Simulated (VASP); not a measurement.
VASP input:

File KPOINTS:
```
Automatic mesh
0
Gamma
5 5 3
0 0 0
```

### INCAR
```
! general
SYSTEM   = AgI
PREC     = Accurate
ENCUT    = 520
LREAL    = F
LASPH    = T

! electronic loop
EDIFF    = 1E-6
NELM     = 100
ALGO     = Normal
LMAXMIX  = 4

! smearing
ISMEAR   = 0
SIGMA    = 0.05

! functional
GGA      = MK
LUSE_VDW = T
AGGAC    = 0.0
PARAM1   = 0.1234
PARAM2   = 1.0

! ions
IBRION   = 2
NSW      = 60
ISIF     = 3
EDIFFG   = -0.02

! output
LWAVE    = F
LCHARG   = F
```

**POSCAR**
```
AgI
1
    2.2807202876    -3.9503238052     0.0000000000
    2.2807202876     3.9503238052    -0.0000000000
    0.0000000000     0.0000000000     7.4467632796
Ag I
2 2
Direct
  0.6666670000   0.3333330000   0.5000811528
  0.3333330000   0.6666670000   0.0000811528
  0.6666670000   0.3333330000   0.8749188472
  0.3333330000   0.6666670000   0.3749188472
```

POTCAR, in this order: Ag I (PBE.64 set). Program: vasp_std.

Task: Translate this optB86b-vdW calculation to Quantum ESPRESSO's pw.x.

Result: One equivalent input (not run):
```
&CONTROL
  calculation = 'vc-relax'
  pseudo_dir = './pseudo'
  outdir = './out'
  tprnfor = .true.
  tstress = .true.
  nstep = 60
  forc_conv_thr = 0.00078
/
&SYSTEM
  ibrav = 0
  nat = 4
  ntyp = 2
  ecutwfc = 82
  occupations = 'smearing'
  smearing = 'gaussian'
  degauss = 0.003675
  input_dft = 'vdw-df-ob86'
/
&ELECTRONS
  conv_thr = 7.3e-08
  electron_maxstep = 100
/
&IONS
/
&CELL
/
ATOMIC_SPECIES
  Ag 107.868 Ag.upf
  I 126.904 I.upf
CELL_PARAMETERS angstrom
     2.2807203   -3.9503238    0.0000000
     2.2807203    3.9503238   -0.0000000
     0.0000000    0.0000000    7.4467633
ATOMIC_POSITIONS crystal
  Ag   0.6666670  0.3333330  0.5000812
  Ag   0.3333330  0.6666670  0.0000812
  I    0.6666670  0.3333330  0.8749188
  I    0.3333330  0.6666670  0.3749188
K_POINTS automatic
  5 5 3 0 0 0
```
The two are equivalent in intent, not identical: the potentials are each code's own (VASP's PAW set, PseudoDojo norm-conserving files in pw.x), so ENCUT and ecutwfc are chosen apart and not converted; conv_thr bounds pw.x's estimated SCF error, while EDIFF bounds the energy change between steps; forc_conv_thr acts on force components and is met together with etot_conv_thr.

The compound is AgI in the wurtzite structure. This run relaxes it. Symmetry was kept, so distortions that lower it aren't found. The start is the result of an earlier pass.
